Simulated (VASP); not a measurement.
Input:

```yaml
crystal:
  lattice:
    - [3.99840, 0.00000, 0.00000]
    - [0.00000, 3.99840, 0.00000]
    - [0.00000, 0.00000, 3.99840]
  atoms:
    - { symbol: Ti, position: [0.00000, 0.00000, 0.00000] }
    - { symbol: Pt, position: [0.00000, 0.50000, 0.50000] }
    - { symbol: Pt, position: [0.50000, 0.00000, 0.50000] }
    - { symbol: Pt, position: [0.50000, 0.50000, 0.00000] }
```

The numbers are results of PBE GGA, VASP's PBE PAW potentials (set 64) (plane waves; VASP 6.6.1), not measurements. Settings: 400 eV cut-off, 6×6×6 Γ-centred mesh, first-order Methfessel-Paxton smearing of 0.10 eV, potentials Ti_sv Pt.

Give the stress tensor in GPa (positive for a compressed cell).

```
-8.56   0.00   0.00
 0.00  -8.56   0.00
 0.00   0.00  -8.56
```
The pressure is its mean diagonal, -8.56 GPa.

The compound is Pt3Ti in the L1_2 structure. The cell was not relaxed at this level.
